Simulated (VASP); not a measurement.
Method: revPBE GGA, VASP's PBE PAW potentials (set 64) (plane waves; VASP 6.6.1).

VASP input:

KPOINTS:
```
Automatic mesh
0
Gamma
9 9 9
0 0 0
```

File POSCAR:
```
NiO
1.0
  4.2662760374   2.1312242252   2.1312242252
  2.1312242252   4.2662760374   2.1312242252
  2.1312242252   2.1312242252   4.2662760374
Ni O
2 2
Direct
  0.0000000000   0.0000000000   0.0000000000
  0.5000000000   0.5000000000   0.5000000000
  0.2500000000   0.2500000000   0.2500000000
  0.7500000000   0.7500000000   0.7500000000
```

**INCAR**
```
ALGO = Normal
EDIFF = 1E-7
EDIFFG = -0.01
ENCUT = 520
GGA = RE
IBRION = 2
ISIF = 4
ISMEAR = 0
ISPIN = 2
LASPH = T
LCHARG = F
LMAXMIX = 4
LORBIT = 10
LREAL = F
LWAVE = F
MAGMOM = 1.4 -1.4 2*0.0
NELM = 100
NSW = 30
PREC = Accurate
SIGMA = 0.05
SYSTEM = NiO
```

POTCAR, in this order: Ni O (PBE.64 set). Program: vasp_std.

What VASP printed:

### OSZICAR
```
       N       E                     dE             d eps       ncg     rms          rms(c)
DAV:   1     0.258063854433E+03    0.25806E+03   -0.15864E+04  6872   0.207E+03
DAV:   2     0.586441817666E+01   -0.25220E+03   -0.23650E+03  7012   0.404E+02
DAV:   3    -0.251186866738E+02   -0.30983E+02   -0.29360E+02  7904   0.158E+02
DAV:   4    -0.261700813567E+02   -0.10514E+01   -0.10427E+01  7564   0.312E+01
DAV:   5    -0.262001445364E+02   -0.30063E-01   -0.30048E-01  8176   0.496E+00    0.198E+01
DAV:   6    -0.239060723454E+02    0.22941E+01   -0.51191E+01 10248   0.113E+02    0.237E+01
DAV:   7    -0.217788736876E+02    0.21272E+01   -0.86285E+00  8940   0.923E+01    0.884E+00
DAV:   8    -0.220536074443E+02   -0.27473E+00   -0.25288E+00  7648   0.147E+01    0.585E+00
DAV:   9    -0.219715878320E+02    0.82020E-01   -0.33225E-01 11372   0.149E+01    0.215E+00
DAV:  10    -0.219962147469E+02   -0.24627E-01   -0.10561E-01  9324   0.576E+00    0.108E+00
DAV:  11    -0.219928191309E+02    0.33956E-02   -0.37411E-02 11076   0.465E+00    0.140E-01
DAV:  12    -0.219935855817E+02   -0.76645E-03   -0.72362E-03  7012   0.776E-01    0.120E-01
DAV:  13    -0.219934756926E+02    0.10989E-03   -0.27214E-04  8620   0.164E-01    0.697E-02
DAV:  14    -0.219934910460E+02   -0.15353E-04   -0.44647E-04  9136   0.291E-01    0.491E-02
DAV:  15    -0.219934821522E+02    0.88938E-05   -0.62875E-05  9256   0.115E-01    0.190E-02
DAV:  16    -0.219934825237E+02   -0.37152E-06   -0.13569E-05  8768   0.550E-02    0.585E-03
DAV:  17    -0.219934823536E+02    0.17008E-06   -0.10193E-06  8356   0.199E-02    0.133E-03
DAV:  18    -0.219934824009E+02   -0.47276E-07   -0.38641E-07  6336   0.586E-03
   1 F= -.21993482E+02 E0= -.21993482E+02  d E =-.219935E+02  mag=     0.0000
```

**OUTCAR**
```
------------------------ aborting loop because EDIFF is reached ----------------------------------------
  FORCE on cell =-STRESS in cart. coord.  units (eV):
  Direction    XX          YY          ZZ          XY          YZ          ZX
  --------------------------------------------------------------------------------------
  Total       -1.1936722     -1.1936722     -1.1936722     -0.0309028     -0.0309028     -0.0309028
  in kB      -49.1920278    -49.1920278    -49.1920278     -1.2735257     -1.2735257     -1.2735257
  external PRESSURE =     -49.1920278 kB  Pullay stress =       0.0000000 kB
  volume of cell :       38.88
      direct lattice vectors                 reciprocal lattice vectors
     4.266276037  2.131224225  2.131224225     0.351332081 -0.117040627 -0.117040627
     2.131224225  4.266276037  2.131224225    -0.117040627  0.351332081 -0.117040627
     2.131224225  2.131224225  4.266276037    -0.117040627 -0.117040627  0.351332081
 POSITION                                       TOTAL-FORCE (eV/Angst)
 -----------------------------------------------------------------------------------
      0.00000      0.00000      0.00000         0.000000     -0.000000      0.000000
      4.26436      4.26436      4.26436         0.000000      0.000000     -0.000000
      2.13218      2.13218      2.13218         0.000000      0.000000      0.000000
      6.39654      6.39654      6.39654        -0.000000     -0.000000     -0.000000
 -----------------------------------------------------------------------------------
    total drift:                                0.000000     -0.000000     -0.000000
  FREE ENERGIE OF THE ION-ELECTRON SYSTEM (eV)
  ---------------------------------------------------
  free  energy   TOTEN  =       -21.9934824009 eV

  energy  without entropy=      -21.9934824009  energy(sigma->0) =      -21.99348240

 total charge

# of ion       s       p       d       tot
------------------------------------------
    1        0.307   0.352   8.214   8.874
    2        0.307   0.352   8.214   8.874
    3        1.566   3.387   0.000   4.952
    4        1.566   3.387   0.000   4.952
--------------------------------------------------
tot          3.745   7.478  16.429  27.652

 magnetization (x)

# of ion       s       p       d       tot
------------------------------------------
    1       -0.009  -0.012   1.417   1.396
    2        0.009   0.012  -1.417  -1.396
    3        0.000   0.000   0.000   0.000
    4        0.000   0.000   0.000   0.000
--------------------------------------------------
tot          0.000   0.000  -0.000  -0.000

 reached required accuracy - stopping structural energy minimisation
```
(Selected blocks of OUTCAR.)

OUTCAR:
```
 val. band max:        6.5084460460   @ k =   0.3333   0.3333   0.1111

 cond. band min:       7.5017582127   @ k =   0.4444   0.2222   0.2222


 Fermi energy:         6.7380114899

 spin component 1

 k-point     1 :       0.0000    0.0000    0.0000
  band No.  band energies     occupation
      1     -12.5670      1.00000
      2     -11.3636      1.00000
      3      -0.3406      1.00000
      4       2.0253      1.00000
      5       2.0254      1.00000
      6       4.5516      1.00000
      7       4.5516      1.00000
      8       4.5651      1.00000
      9       4.7850      1.00000
     10       4.7851      1.00000
     11       4.9015      1.00000
     12       5.1255      1.00000
     13       5.1257      1.00000
     14       6.0135      1.00000
     15       6.0136      1.00000
     16       6.2437      1.00000
     17       8.4833      0.00000
     18       8.5427      0.00000
     19       8.5429      0.00000
     20      12.6750      0.00000

 k-point     2 :       0.1111    0.0000    0.0000
  band No.  band energies     occupation
      1     -12.4548      1.00000
      2     -11.3434      1.00000
      3      -0.1373      1.00000
      4       1.9660      1.00000
      5       2.0570      1.00000
      6       3.4188      1.00000
      7       4.0429      1.00000
      8       4.0472      1.00000
      9       4.8420      1.00000
     10       5.1280      1.00000
     11       5.1301      1.00000
     12       5.2416      1.00000
     13       5.6050      1.00000
     14       6.0732      1.00000
     15       6.0973      1.00000
     16       6.2372      1.00000
     17       8.1776      0.00000
     18       8.4754      0.00000
     19       9.3105      0.00000
     20      13.3774      0.00000

 k-point     3 :       0.2222    0.0000    0.0000
  band No.  band energies     occupation
      1     -12.1547      1.00000
      2     -11.2922      1.00000
      3       0.3881      1.00000
...
```

The compound is NiO in the rock salt, AFM-II order structure. This cell is one point of a volume scan, at 1.03 of the reference volume.
